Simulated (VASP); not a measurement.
# SrTiC2 (P6/mmm) in VASP: equation of state

How stiff is SrTiC2 in PBE, and what volume does it want? The cell is scaled to several volumes.

All numbers are computed with VASP 6.6.1; they aren't measurements. Logs are shortened: lines on timing, memory, paths and dates and some standing lists are left out, and cuts for length are marked.

## 1. Starting point

Symmetry: P6/mmm, No. 191, hexagonal system. Conventional cell: a = 3.775 Å, b = 3.775 Å, c = 6.284 Å, α = 90.00°, β = 90.00°, γ = 120.00°. Sr (site symmetry 6/mmm) has 2 Ti at 3.14 Å as nearest neighbours. Ti (site symmetry 6/mmm) has 6 C at 2.18 Å as nearest neighbours. Around C (site symmetry -6m2) lie 3 Ti at 2.18 Å and 3 C at 2.18 Å.

The cell was built by a generator and needn't be a form met in nature.

## 2. Equation of state, PBE, 18.22 Å³/atom (volume scaled by 0.94)

Input file INCAR:

```
ALGO = Normal ; EDIFF = 1E-7
ENCUT = 520 ; GGA = PE
ISIF = 2 ; ISMEAR = -1
LASPH = True ; LCHARG = False
LREAL = False ; LWAVE = False
NBANDS = 23 ; NELM = 80
PREC = Accurate ; SIGMA = 0.05
```

Input file KPOINTS:

```
k-points
0
Gamma
  8 8 4
```

Input file POSCAR:

```
SrTiC2
1.0
    3.6979081728      0.0000000000      0.0000000000
   -1.8489491885      3.2024824983      0.0000000000
    0.0000000000      0.0000000000      6.1557386989
Sr Ti C
1 1 2
Direct
    0.0000000000      0.0000000000      0.5000000000
    0.0000000000      0.0000000000      0.0000000000
    0.3333300000      0.6666700000      0.0000000000
    0.6666700000      0.3333300000      0.0000000000
```

Potentials or basis: VASP PAW PBE potentials, release 64 (Sr_sv, Ti_sv, C).

Started as:

```
$ cat potpaw_PBE.64/Sr_sv/POTCAR potpaw_PBE.64/Ti_sv/POTCAR potpaw_PBE.64/C/POTCAR > POTCAR
$ mpirun -np 1 vasp_std > vasp.out
```

OUTCAR:

```text
EDIFF = 1E-7
   ENCUT = 520
   GGA = PE
   ISIF = 2
   ISMEAR = -1
   LASPH = True
   LREAL = False
   NELM = 80
   PREC = Accurate

 Found     63 irreducible k-points:

 Following reciprocal coordinates:
            Coordinates               Weight
  0.000000  0.000000  0.000000      1.000000
  0.125000  0.000000  0.000000      4.000000
 -0.125000  0.125000  0.000000      2.000000
  0.250000  0.000000  0.000000      4.000000
 -0.250000  0.250000  0.000000      2.000000
  0.375000  0.000000  0.000000      4.000000
   k-points           NKPTS =     63   k-points in BZ     NKDIM =     63   number of bands    NBANDS=     23
   number of dos      NEDOS =    301   number of ions     NIONS =      4
   total plane-waves  NPLWV =  37632
   dimension x,y,z NGX =    28 NGY =   28 NGZ =   48
   dimension x,y,z NGXF=    56 NGYF=   56 NGZF=   96
   ions per type =               1   1   2
   NGX,Y,Z   is equivalent  to a cutoff of  12.59, 12.59, 12.96 a.u.
   NGXF,Y,Z  is equivalent  to a cutoff of  25.18, 25.18, 25.93 a.u.
 SYSTEM =  unknown system
   PREC   = accura    normal or accurate (medium, high low for compatibility)
   ISTART =      0    job   : 0-new  1-cont  2-samecut
   ICHARG =      2    charge: 1-file 2-atom 10-const
   ISPIN  =      1    spin polarized calculation?
   LNONCOLLINEAR =      F non collinear calculations
   LSORBIT =      F    spin-orbit coupling
   LASPH  =      T    aspherical Exc in radial PAW
   ENCUT  =  520.0 eV  38.22 Ry    6.18 a.u.   6.88  6.88 11.45*2*pi/ulx,y,z
   NELM   =     80;   NELMIN=  2; NELMDL= -5     # of ELM steps
   EDIFF  = 0.1E-06   stopping-criterion for ELM
   LREAL  =      F    real-space projection
   EDIFFG = 0.1E-05   stopping-criterion for IOM
   NSW    =      0    number of steps for IOM
   IBRION =     -1    ionic relax: 0-MD 1-quasi-New 2-CG
   NFREE  =      0    steps in history (QN), initial steepest desc. (CG)
   ISIF   =      2    stress and relaxation
   ISYM   =      2    0-nonsym 1-usesym 2-fastsym
   POTIM  = 0.5000    time-step for ionic-motion
   TEBEG  =    0.0;   TEEND  =   0.0 temperature during run
   PSTRESS=    0.0 pullay stress
   NELECT =      30.0000    total number of electrons
   NUPDOWN=      -1.0000    fix difference up-down
   EMIN   =  10.00;   EMAX   =-10.00  energy-range for DOS
   EFERMI =   0.00;   METHOD = LEGACY
   ISMEAR =    -1;   SIGMA  =   0.05  broadening in eV -4-tet -1-fermi 0-gaus
   EFERMI_NEDOS =   21; number of points for ismear=-14 and -15
   IALGO  =     38    algorithm
   IMIX   =      4    mixing-type and parameters
     AMIX     =   0.40;   BMIX     =  1.00
     AMIX_MAG =   1.60;   BMIX_MAG =  1.00
  volume/ion in A,a.u.               =      18.22       122.99
  Fermi-wavevector in a.u.,A,eV,Ry     =   1.217702  2.301122 20.174682  1.482797
  Thomas-Fermi vector in A             =   2.353013
   LORBIT       =      0    0 simple, 1 ext, 2 COOP (PROOUT), +10 PAW based schemes
   GGA     = PE    functional components
   LHFCALC =     F    Hartree Fock is set to
   AEXX    =    0.0000 exact exchange contribution
   IVDW    =     0    specifies the selected vdW correction
   LEPSILON=     F    determine dielectric tensor
   LRPA    =     F    only Hartree local field effects (RPA)
 non-spin polarized calculation
  energy-cutoff  :      520.00
  volume of cell :       72.90
 maximum number of plane-waves:      1988
   NGX = 13   NGY = 13   NGZ = 23

 number of electron      30.0000009 magnetization

 Free energy of the ion-electron system (eV)
  ---------------------------------------------------
  ext. energy  EPLUGINS =         0.00000000
  ---------------------------------------------------
  free energy    TOTEN  =       -21.58690028 eV

  energy without entropy =      -21.55314272  energy(sigma->0) =      -21.57002150

 E-fermi :   4.8032     XC(G=0):  -9.7912

 val. band max:        4.7956637632   @ k =   0.0000   0.0000   0.5000
 cond. band min:       4.8054570096   @ k =   0.3750   0.2500   0.2500
 fundamental gap:      0.0097932464
 Fermi energy:         4.8031691875

 k-point     1 :       0.0000    0.0000    0.0000
  band No.  band energies     occupation
      1     -51.6232      2.00000
      2     -31.6645      2.00000
      3     -28.1580      2.00000
      4     -27.8465      2.00000
      5     -27.8464      2.00000
      6     -13.6954      2.00000
      7     -13.4296      2.00000
      8     -13.4296      2.00000
      9      -8.3951      2.00000
     10      -0.3901      2.00000
     11      -0.3899      2.00000
     12       0.1703      2.00000
     13       0.8560      2.00000
     14       2.0310      2.00000
     15       4.3797      1.99958
     16       6.0612      0.00000
     17       6.0612      0.00000
     18       7.1949      0.00000
     19       7.3324      0.00000
     20       7.3329      0.00000
     21       7.5666      0.00000
     22       7.5666      0.00000
     23      10.2147      0.00000

 k-point     2 :       0.1250    0.0000    0.0000
  band No.  band energies     occupation
      1     -51.6224      2.00000
      2     -31.6556      2.00000
      3     -28.1567      2.00000
      4     -27.8616      2.00000
      5     -27.8505      2.00000
      6     -13.6814      2.00000
      7     -13.5214      2.00000
      8     -13.4498      2.00000
      9      -8.1799      2.00000
     10      -1.7964      2.00000
     11      -0.2233      2.00000
     12       0.8563      2.00000
     13       1.8294      2.00000
     14       2.3490      2.00000
     15       4.5049      1.99488
     16       5.9879      0.00000
     17       6.1196      0.00000
     18       6.4757      0.00000
     19       6.9316      0.00000
     20       6.9713      0.00000
     21       7.1108      0.00000
     22       7.9068      0.00000
     23       9.1632      0.00000

 k-point     3 :      -0.1250    0.1250    0.0000
  band No.  band energies     occupation
      1     -51.6224      2.00000
      2     -31.6556      2.00000
      3     -28.1567      2.00000
      4     -27.8616      2.00000
      5     -27.8505      2.00000
      6     -13.6814      2.00000
      7     -13.5214      2.00000
      8     -13.4498      2.00000
      9      -8.1799      2.00000
     10      -1.7963      2.00000
     11      -0.2234      2.00000
     12       0.8563      2.00000
     13       1.8295      2.00000
     14       2.3490      2.00000
     15       4.5049      1.99488
     16       5.9880      0.00000
     17       6.1197      0.00000
     18       6.4754      0.00000
     19       6.9319      0.00000
     20       6.9713      0.00000
     21       7.1108      0.00000
     22       7.9067      0.00000
     23       9.1632      0.00000

 k-point     4 :       0.2500    0.0000    0.0000
  band No.  band energies     occupation
      1     -51.6204      2.00000
      2     -31.6340      2.00000
      3     -28.1536      2.00000
      4     -27.8980      2.00000
      5     -27.8602      2.00000
      6     -13.7352      2.00000
      7     -13.6474      2.00000
      8     -13.4980      2.00000
      9      -7.5701      2.00000
     10      -3.1856      2.00000
     11       0.2369      2.00000
     12       0.8918      2.00000
     13       3.1022      2.00000
     14       3.5685      2.00000
     15       4.8188      0.84473
     16       5.3493      0.00004
     17       5.4818      0.00000
     18       5.8170      0.00000
     19       6.0199      0.00000
     20       6.4456      0.00000
     21       7.3855      0.00000
     22       8.2580      0.00000
     23       8.8708      0.00000

 k-point     5 :      -0.2500    0.2500    0.0000
  band No.  band energies     occupation
      1     -51.6204      2.00000
      2     -31.6340      2.00000
      3     -28.1536      2.00000
      4     -27.8980      2.00000
      5     -27.8602      2.00000
      6     -13.7352      2.00000
      7     -13.6474      2.00000
      8     -13.4980      2.00000
      9      -7.5701      2.00000
     10      -3.1854      2.00000
     11       0.2367      2.00000
     12       0.8918      2.00000
     13       3.1023      2.00000
     14       3.5685      2.00000
     15       4.8188      0.84471
     16       5.3490      0.00004
     17       5.4820      0.00000
     18       5.8171      0.00000
     19       6.0202      0.00000
     20       6.4456      0.00000
     21       7.3854      0.00000
     22       8.2580      0.00000
     23       8.8708      0.00000

 k-point     6 :       0.3750    0.0000    0.0000
  band No.  band energies     occupation
      1     -51.6184      2.00000
      2     -31.6123      2.00000
      3     -28.1505      2.00000
      4     -27.9341      2.00000
      5     -27.8698      2.00000
      6     -13.9393      2.00000
      7     -13.6130      2.00000
      8     -13.5456      2.00000
      9      -6.6726      2.00000
     10      -4.3853      2.00000
     11       0.8338      2.00000
     12       0.9888      2.00000
     13       3.1655      2.00000
     14       3.7596      2.00000
     15       4.6335      1.93498
     16       4.9223      0.16908
     17       5.0594      0.01184
     18       5.6540      0.00000
     19       6.5647      0.00000
     20       6.8592      0.00000
     21       7.6575      0.00000
     22       8.3462      0.00000
     23       9.6390      0.00000

 [... further k-points ...]

------------------------ aborting loop because EDIFF is reached ----------------------------------------

  FORCE on cell =-STRESS in cart. coord.  units (eV):
  Direction    XX          YY          ZZ          XY          YZ          ZX
  --------------------------------------------------------------------------------------
  -------------------------------------------------------------------------------------
  Total        2.5074547      2.5063204      0.4330006     -0.0009786      0.0000000      0.0000000
  in kB       55.1087563     55.0838277      9.5164733     -0.0215070      0.0000000      0.0000000
  external PRESSURE =      39.9030191 kB  Pullay stress =       0.0000000 kB

 VOLUME and BASIS-vectors are now :
 -----------------------------------------------------------------------------
  energy-cutoff  :      520.00
  volume of cell :       72.90
      direct lattice vectors                 reciprocal lattice vectors
     3.697908173  0.000000000  0.000000000     0.270423156  0.156128465  0.000000000
    -1.848949189  3.202482498  0.000000000     0.000000000  0.312257756  0.000000000
     0.000000000  0.000000000  6.155738699     0.000000000  0.000000000  0.162450040

 POSITION                                       TOTAL-FORCE (eV/Angst)
 -----------------------------------------------------------------------------------
      0.00000      0.00000      3.07787         0.000000      0.000000      0.000000
      0.00000      0.00000      0.00000         0.000000      0.000000      0.000000
     -0.00002      2.13500      0.00000        -0.000106      0.000061      0.000000
      1.84897      1.06748      0.00000         0.000106     -0.000061      0.000000
 -----------------------------------------------------------------------------------
    total drift:                               -0.000000      0.000000      0.000000

  FREE ENERGIE OF THE ION-ELECTRON SYSTEM (eV)
  ---------------------------------------------------
  free  energy   TOTEN  =       -21.5869002846 eV

  energy  without entropy=      -21.5531427201  energy(sigma->0) =      -21.57002150
```

It took 52 s on 1 thread of Intel Xeon 6975P-C (Granite Rapids), shared host; peak memory 0.26 GiB.

Results:

```yaml
Free_energy: -21.5869 eV
Pressure: 4.0 GPa
Band_gap_on_the_k_mesh: none (metal or under the smearing width)
```

## 3. Equation of state, PBE, 18.61 Å³/atom (volume scaled by 0.96)

Input file INCAR:

```
SYSTEM = SrTiC2
PREC = Accurate ; ENCUT = 520
EDIFF = 1E-7 ; ISMEAR = -1
SIGMA = 0.05 ; LREAL = .FALSE.
LASPH = .TRUE. ; NELM = 100
ALGO = Normal ; ISIF = 2
LWAVE = .FALSE. ; LCHARG = .FALSE.
GGA = PE ; NBANDS = 23
```

Input file KPOINTS:

```
regular mesh
0
G
  8 8 4
  0 0 0
```

Input file POSCAR:

```
SrTiC2
1.0
    3.7239506377      0.0000000000      0.0000000000
   -1.8619703864      3.2250359351      0.0000000000
    0.0000000000      0.0000000000      6.1990903997
Sr Ti C
1 1 2
Direct
    0.0000000000      0.0000000000      0.5000000000
    0.0000000000      0.0000000000      0.0000000000
    0.3333300000      0.6666700000      0.0000000000
    0.6666700000      0.3333300000      0.0000000000
```

Potentials or basis: VASP PAW PBE potentials, release 64 (Sr_sv, Ti_sv, C).

Started as:

```
$ cat potpaw_PBE.64/Sr_sv/POTCAR potpaw_PBE.64/Ti_sv/POTCAR potpaw_PBE.64/C/POTCAR > POTCAR
$ mpirun -np 1 vasp_std > vasp.out
```

It took 56 s on 1 thread of Intel Xeon 6975P-C (Granite Rapids), shared host; peak memory 0.26 GiB.

Results (log left out):

```yaml
Free_energy: -21.6176 eV
Pressure: 2.3 GPa
Band_gap_on_the_k_mesh: none (metal or under the smearing width)
```

## 4. Equation of state, PBE, 19.00 Å³/atom (volume scaled by 0.98)

Input file INCAR:

```
SYSTEM = SrTiC2
PREC = Accurate
ENCUT = 520
EDIFF = 1E-7
ISMEAR = -1
SIGMA = 0.05
LREAL = .FALSE.
LASPH = .TRUE.
NELM = 100
ALGO = Normal
ISIF = 2
LWAVE = .FALSE.
LCHARG = .FALSE.
GGA = PE
NBANDS = 23
```

Input file KPOINTS:

```
Automatic mesh
0
G
  8 8 4
  0 0 0
```

Input file POSCAR:

```
SrTiC2
1.0
    3.7496338675      0.0000000000      0.0000000000
   -1.8748119673      3.2472782651      0.0000000000
    0.0000000000      0.0000000000      6.2418440983
Sr Ti C
1 1 2
Direct
    0.0000000000      0.0000000000      0.5000000000
    0.0000000000      0.0000000000      0.0000000000
    0.3333300000      0.6666700000      0.0000000000
    0.6666700000      0.3333300000      0.0000000000
```

Started as:

```
$ cat potpaw_PBE.64/Sr_sv/POTCAR potpaw_PBE.64/Ti_sv/POTCAR potpaw_PBE.64/C/POTCAR > POTCAR
$ mpirun -np 1 vasp_std > vasp.out
```

Run time: 54 s. Hardware: 1 thread of Intel Xeon 6975P-C (Granite Rapids), shared host; peak memory 0.26 GiB.

Results (log left out):

- Free energy: -21.6329 eV
- Pressure: 0.8 GPa
- Band gap on the k mesh: none (metal or under the smearing width)

## 5. Equation of state, PBE, 19.78 Å³/atom (volume scaled by 1.02)

Input file INCAR:

```
SYSTEM = SrTiC2
  PREC = Accurate
  ENCUT = 520
  EDIFF = 1E-7
  ISMEAR = -1
  SIGMA = 0.05
  LREAL = .False.
  LASPH = .True.
  NELM = 100
  ALGO = Normal
  ISIF = 2
  LWAVE = .False.
  LCHARG = .False.
  GGA = PE
  NBANDS = 23
```

Input file KPOINTS:

```
regular mesh
0
Gamma
  8 8 4
  0 0 0
```

Input file POSCAR:

```
SrTiC2
1.0
    3.7999705299      0.0000000000      0.0000000000
   -1.8999802318      3.2908710945      0.0000000000
    0.0000000000      0.0000000000      6.3256372393
Sr Ti C
1 1 2
Direct
    0.0000000000      0.0000000000      0.5000000000
    0.0000000000      0.0000000000      0.0000000000
    0.3333300000      0.6666700000      0.0000000000
    0.6666700000      0.3333300000      0.0000000000
```

Started as:

```
$ cat potpaw_PBE.64/Sr_sv/POTCAR potpaw_PBE.64/Ti_sv/POTCAR potpaw_PBE.64/C/POTCAR > POTCAR
$ mpirun -np 1 vasp_std > vasp.out
```

Wall time 64 s (1 thread of Intel Xeon 6975P-C (Granite Rapids), shared host); peak memory 0.26 GiB.

It converged, with:

```yaml
Free_energy: -21.6230 eV
Pressure: -1.8 GPa
Band_gap_on_the_k_mesh: none (metal or under the smearing width)
```

[end of part 1 of 2]
